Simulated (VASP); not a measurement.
Data:

```yaml
crystal:
  lattice:
    - [0.00000, 3.30687, 3.30687]
    - [3.30687, 0.00000, 3.30687]
    - [3.30687, 3.30687, 0.00000]
  atoms:
    - { symbol: Hg, position: [0.00000, 0.00000, 0.00000] }
    - { symbol: Te, position: [0.25000, 0.25000, 0.25000] }
```

Computed with SCAN meta-GGA, VASP's PBE PAW potentials (set 64) (plane waves; VASP 6.6.1). Settings: 520 eV cut-off, 10×10×10 Γ-centred mesh, first-order Methfessel-Paxton smearing of 0.10 eV, potentials Hg Te.

Q: Give the stress tensor in GPa (positive for a compressed cell).

A: 
```
-2.07   0.00   0.00
 0.00  -2.07   0.00
 0.00   0.00  -2.07
```
The pressure is its mean diagonal, -2.07 GPa.

The compound is HgTe in the zinc blende structure. This cell is one point of a volume scan, at 1.06 of the reference volume.
